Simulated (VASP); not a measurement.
Level of theory: PBEsol GGA, VASP's PBE PAW potentials (set 64) (plane waves; VASP).

A VASP calculation is set up with these files.

File KPOINTS:
```
Automatic mesh
0
G
11 11 6
```

File POSCAR:
```
Dy
1.0
  1.7766706341  -3.0772836131   0.0000000000
  1.7766706341   3.0772836131   0.0000000000
  0.0000000000   0.0000000000   5.5068028363
Dy
2
Direct
  0.3333330000   0.6666670000   0.2500000000
  0.6666670000   0.3333330000   0.7500000000
```

### INCAR
```
SYSTEM = Dy
PREC = Accurate
ENCUT = 400
EDIFF = 1E-6
NELM = 100
ALGO = Normal
LREAL = .FALSE.
LASPH = .TRUE.
ISMEAR = 1
SIGMA = 0.1
GGA = PS
LMAXMIX = 6
LWAVE = .FALSE.
LCHARG = .FALSE.
IBRION = 2
ISIF = 3
NSW = 60
EDIFFG = -0.01
```

POTCAR, in this order: Dy_3 (PBE.64 set). Program: vasp_std.

The 4f electrons are frozen in the core of the lanthanide potential, so 4f levels, which can set the real gap, and their magnetism are missing.

Q: What does the run give for the energy per atom (σ→0), band gap (on the k-mesh)?

A: 
The energy per atom (σ→0) comes out as -4.967 eV/atom and the band gap (on the k-mesh) comes out as none (metal, semimetal or under 0.01 eV).

File OSZICAR:
```
...
DAV:   5    -0.993478015382E+01   -0.28241E-02   -0.28221E-02  2478   0.929E-01    0.249E+01
DAV:   6    -0.992844172173E+01    0.63384E-02   -0.25279E-02  2517   0.146E+00    0.148E+01
DAV:   7    -0.993413400152E+01   -0.56923E-02   -0.44799E-02  2494   0.196E+00    0.250E-01
DAV:   8    -0.993373176363E+01    0.40224E-03   -0.25723E-03  2074   0.421E-01    0.616E-02
DAV:   9    -0.993373155614E+01    0.20749E-06   -0.22338E-04  2101   0.138E-01    0.302E-02
DAV:  10    -0.993372681477E+01    0.47414E-05   -0.26266E-05  2106   0.426E-02    0.282E-02
DAV:  11    -0.993372695851E+01   -0.14373E-06   -0.18073E-06  1355   0.124E-02
   1 F= -.99337270E+01 E0= -.99338492E+01  d E =-.993373E+01
```

The compound is Dy in the hcp structure. It was relaxed first. The start is the result of an earlier pass.
